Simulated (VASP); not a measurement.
# BaY (Pm-3m) in VASP: settings compared, part 2 of 2

VASP 6.6.1. Earlier steps stand in the parts before.

### 5 Band structure, TB-mBJ

POSCAR

```
BaY
1.0
    4.4203700000      0.0000000000      0.0000000000
    0.0000000000      4.4203700000      0.0000000000
    0.0000000000      0.0000000000      4.4203700000
Ba Y
1 1
Direct
    0.0000000000      0.0000000000      0.0000000000
    0.5000000000      0.5000000000      0.5000000000
```

INCAR.step1

```
SYSTEM = BaY
PREC = Accurate ; ENCUT = 520
EDIFF = 1E-5 ; ISMEAR = -1
SIGMA = 0.05 ; LREAL = .FALSE.
LASPH = .TRUE. ; NELM = 80
ALGO = Normal ; ISIF = 2
LWAVE = .TRUE. ; LCHARG = .FALSE.
LMAXMIX = 4 ; NBANDS = 18
GGA = PE
```

INCAR.step2

```
SYSTEM = BaY
PREC = Accurate ; ENCUT = 520
EDIFF = 1E-6 ; ISMEAR = -1
SIGMA = 0.05 ; LREAL = .FALSE.
LASPH = .TRUE. ; NELM = 80
ALGO = Normal ; ISIF = 2
LWAVE = .FALSE. ; LCHARG = .FALSE.
LMAXMIX = 4 ; METAGGA = MBJ
NBANDS = 18 ; ISTART = 1
```

KPOINTS

```
regular mesh
0
G
  6 6 6
  0 0 0
```

KPOINTS_OPT

```
path GXMGRX,MR
10
line-mode
reciprocal
 0.0000000000  0.0000000000  0.0000000000  G
 0.0000000000  0.5000000000  0.0000000000  X

 0.0000000000  0.5000000000  0.0000000000  X
 0.5000000000  0.5000000000  0.0000000000  M

 0.5000000000  0.5000000000  0.0000000000  M
 0.0000000000  0.0000000000  0.0000000000  G

 0.0000000000  0.0000000000  0.0000000000  G
 0.5000000000  0.5000000000  0.5000000000  R

 0.5000000000  0.5000000000  0.5000000000  R
 0.0000000000  0.5000000000  0.0000000000  X

 0.5000000000  0.5000000000  0.0000000000  M
 0.5000000000  0.5000000000  0.5000000000  R
```

Potentials or basis: VASP PAW PBE potentials, release 64 (Ba_sv, Y_sv).

On the command line:

```bash
$ cat potpaw_PBE.64/Ba_sv/POTCAR potpaw_PBE.64/Y_sv/POTCAR > POTCAR
$ cp INCAR.step1 INCAR
$ mpirun -np 1 vasp_std > vasp.out
$ cp INCAR.step2 INCAR
$ mpirun -np 1 vasp_std > vasp.out
```

OUTCAR:

```text
SYSTEM = BaY
   PREC = Accurate
   ENCUT = 520
   EDIFF = 1E-6
   ISMEAR = -1
   LREAL = .FALSE.
   LASPH = .TRUE.
   NELM = 80
   ISIF = 2
   METAGGA = MBJ
   ISTART = 1

 ion  position               nearest neighbor table
   1  0.000  0.000  0.000-   2 3.83   2 3.83   2 3.83   2 3.83   2 3.83   2 3.83   2 3.83   2 3.83

   2  0.500  0.500  0.500-   1 3.83   1 3.83   1 3.83   1 3.83   1 3.83   1 3.83   1 3.83   1 3.83

  LATTYP: Found a simple cubic cell.
 ALAT       =     4.4203700000

  Lattice vectors:

 A1 = (   4.4203700000,   0.0000000000,   0.0000000000)
 A2 = (   0.0000000000,   4.4203700000,   0.0000000000)
 A3 = (   0.0000000000,   0.0000000000,   4.4203700000)

Analysis of symmetry for initial positions (statically):
=====================================================================
 Subroutine PRICEL returns:
 Original cell was already a primitive cell.

 Routine SETGRP: Setting up the symmetry group for a
 simple cubic supercell.

 Subroutine GETGRP returns: Found 48 space group operations
 (whereof 48 operations were pure point group operations)
 out of a pool of 48 trial point group operations.

The static configuration has the point symmetry O_h .

Analysis of symmetry for dynamics (positions and initial velocities):
=====================================================================
 Subroutine PRICEL returns:
 Original cell was already a primitive cell.

 Routine SETGRP: Setting up the symmetry group for a
 simple cubic supercell.

 Subroutine GETGRP returns: Found 48 space group operations
 (whereof 48 operations were pure point group operations)
 out of a pool of 48 trial point group operations.

The dynamic configuration has the point symmetry O_h .

 Subroutine INISYM returns: Found 48 space group operations
 (whereof 48 operations are pure point group operations),
 and found     1 'primitive' translations

----------------------------------------------------------------------------------------

[... 106 lines left out ...]
     AMIX     =   0.40;   BMIX     =  1.00
     AMIX_MAG =   1.60;   BMIX_MAG =  1.00
  volume/ion in A,a.u.               =      43.19       291.44
  Fermi-wavevector in a.u.,A,eV,Ry     =   1.021777  1.930878 14.204857  1.044028
  Thomas-Fermi vector in A             =   2.155420
   LORBIT       =      0    0 simple, 1 ext, 2 COOP (PROOUT), +10 PAW based schemes
   METAGGA = MBJ    functional components
   LHFCALC =     F    Hartree Fock is set to
   AEXX    =    0.0000 exact exchange contribution
   IVDW    =     0    specifies the selected vdW correction
   LEPSILON=     F    determine dielectric tensor
   LRPA    =     F    only Hartree local field effects (RPA)
 non-spin polarized calculation
  energy-cutoff  :      520.00
  volume of cell :       86.37
 maximum number of plane-waves:      2360
 NGX is ok and might be reduce to    36
   NGX = 17   NGY = 17   NGZ = 17

 number of electron      21.0000000 magnetization

 Free energy of the ion-electron system (eV)
  ---------------------------------------------------
  ext. energy  EPLUGINS =         0.00000000
  ---------------------------------------------------
  free energy    TOTEN  =       557.17491249 eV

  energy without entropy =      557.20219365  energy(sigma->0) =      557.18855307

 E-fermi :   2.0928     XC(G=0):  -8.7224

 val. band max:        2.0907666903   @ k =   0.5000   0.3333   0.3333
 cond. band min:       2.0938637396   @ k =   0.3333   0.3333   0.3333
 fundamental gap:      0.0030970493
 Fermi energy:         2.0927952271

 k-point     1 :       0.0000    0.0000    0.0000
  band No.  band energies     occupation
      1     -41.8196      2.00000
      2     -26.4802      2.00000
      3     -21.7865      2.00000
      4     -21.7865      2.00000
      5     -21.7865      2.00000
      6     -11.5302      2.00000
[... 397 lines left out ...]
      5     -21.8116      2.00000
      6     -11.7602      2.00000
[... 10 lines left out ...]
     17       5.2946      0.00000
     18       7.4210      0.00000

------------------------ aborting loop because EDIFF is reached ----------------------------------------

  FORCE on cell =-STRESS in cart. coord.  units (eV):
  Direction    XX          YY          ZZ          XY          YZ          ZX
  --------------------------------------------------------------------------------------
  -------------------------------------------------------------------------------------
  Total      -16.8657384    -16.8657384    -16.8657384     -0.0000000      0.0000000     -0.0000000
  in kB     -312.8528193   -312.8528193   -312.8528193     -0.0000000      0.0000000     -0.0000000
  external PRESSURE =    -312.8528193 kB  Pullay stress =       0.0000000 kB

 VOLUME and BASIS-vectors are now :
 -----------------------------------------------------------------------------
  energy-cutoff  :      520.00
  volume of cell :       86.37
      direct lattice vectors                 reciprocal lattice vectors
     4.420370000  0.000000000  0.000000000     0.226225406  0.000000000  0.000000000
     0.000000000  4.420370000  0.000000000     0.000000000  0.226225406  0.000000000
     0.000000000  0.000000000  4.420370000     0.000000000  0.000000000  0.226225406

 POSITION                                       TOTAL-FORCE (eV/Angst)
 -----------------------------------------------------------------------------------
      0.00000      0.00000      0.00000         0.000000      0.000000      0.000000
      2.21019      2.21019      2.21019         0.000000      0.000000      0.000000
 -----------------------------------------------------------------------------------
    total drift:                                0.000000      0.000000      0.000000

  FREE ENERGIE OF THE ION-ELECTRON SYSTEM (eV)
  ---------------------------------------------------
  free  energy   TOTEN  =       557.1749124883 eV

  energy  without entropy=      557.2021936549  energy(sigma->0) =      557.18855307
```

OSZICAR.step1:

```text
N       E                     dE             d eps       ncg     rms          rms(c)
DAV:   1     0.109315574278E+03    0.10932E+03   -0.94439E+03   720   0.101E+03
DAV:   2    -0.519302643806E+00   -0.10983E+03   -0.10725E+03   952   0.223E+02
DAV:   3    -0.817108057183E+01   -0.76518E+01   -0.75662E+01  1120   0.438E+01
DAV:   4    -0.853553681377E+01   -0.36446E+00   -0.36421E+00  1024   0.777E+00
DAV:   5    -0.854083785227E+01   -0.53010E-02   -0.53001E-02   996   0.849E-01    0.165E+01
DAV:   6    -0.771450774107E+01    0.82633E+00   -0.18142E+00   812   0.445E+00    0.112E+01
DAV:   7    -0.770094155111E+01    0.13566E-01   -0.12358E+00   994   0.345E+00    0.296E+00
DAV:   8    -0.768743121226E+01    0.13510E-01   -0.43328E-01   810   0.248E+00    0.139E+00
DAV:   9    -0.767660785729E+01    0.10823E-01   -0.91294E-02   832   0.112E+00    0.803E-01
DAV:  10    -0.767562404187E+01    0.98382E-03   -0.54566E-03   894   0.315E-01    0.292E-01
DAV:  11    -0.767569219378E+01   -0.68152E-04   -0.75281E-04   960   0.152E-01    0.519E-02
DAV:  12    -0.767568549913E+01    0.66947E-05   -0.16431E-05   780   0.239E-02
   1 F= -.76756855E+01 E0= -.76624490E+01  d E =-.264731E-01
```

Wall time 2 min (1 thread of Intel Xeon Platinum 8488C (Sapphire Rapids), shared host); peak memory 0.25 GiB.

Results:

| Quantity | Value |
| --- | --- |
| Band gap along the path | none (metal or under the smearing width) |

Levels at the corners of the path, in eV from the Fermi level:
```
point  band 9  band 10  band 11  band 12  band 13  band 14
    Γ   -3.45    -1.12    -1.12     1.45     1.45     1.45
    X   -1.18    -1.15     0.02     0.95     1.44     1.44
    X   -1.18    -1.15     0.02     0.95     1.44     1.44
    M   -1.76    -0.96     0.33     0.33     1.57     1.57
    M   -1.76    -0.96     0.33     0.33     1.57     1.57
    Γ   -3.45    -1.12    -1.12     1.45     1.45     1.45
    Γ   -3.45    -1.12    -1.12     1.45     1.45     1.45
    R   -0.07    -0.07    -0.07     0.66     0.66     0.66
    R   -0.07    -0.07    -0.07     0.66     0.66     0.66
    X   -1.18    -1.15     0.02     0.95     1.44     1.44
    M   -1.76    -0.96     0.33     0.33     1.57     1.57
    R   -0.07    -0.07    -0.07     0.66     0.66     0.66
```

Caveat: the PAW data sets were made with another functional, which shifts forces and pressure a little; spin-orbit coupling is left out, which moves the levels of the heavy elements.

### 6 The reference run

An earlier run on the cell as given: functional PBE; potentials or basis VASP PAW PBE potentials, release 64 (Ba_sv, Y_sv); cutoff 520 eV; k mesh 6 × 6 × 6; occupations fermi-dirac, width 0.05 eV; no spin polarisation.

- Pressure: 0.0 GPa
- Band gap on the k mesh: none (metal or under the smearing width)

### 7 Overview

| task | level | pressure (GPa) |
| --- | --- | --- |
| band structure | r2SCAN | 0.3 |
| band structure | SCAN | 0.1 |
| band structure | TPSS | -0.4 |
| band structure | TB-mBJ | - |
| single point | PBE | 0.0 |

Alike in all rows: potentials or basis VASP PAW PBE potentials, release 64 (Ba_sv, Y_sv); no spin polarisation; cell as given; k mesh 6 × 6 × 6; cutoff (eV) 520; smearing fermi-dirac 0.05 eV.

The pressure there spans -0.4 GPa (TPSS) to 0.3 GPa (r2SCAN); a positive pressure means that this level wants a larger cell, a negative one a smaller.

Caveats: the PAW data sets were made with another functional, which shifts forces and pressure a little (some runs); spin-orbit coupling is left out, which moves the levels of the heavy elements (some runs).

Total energies depend on the potentials used, so only differences within one code and one set of settings carry meaning.
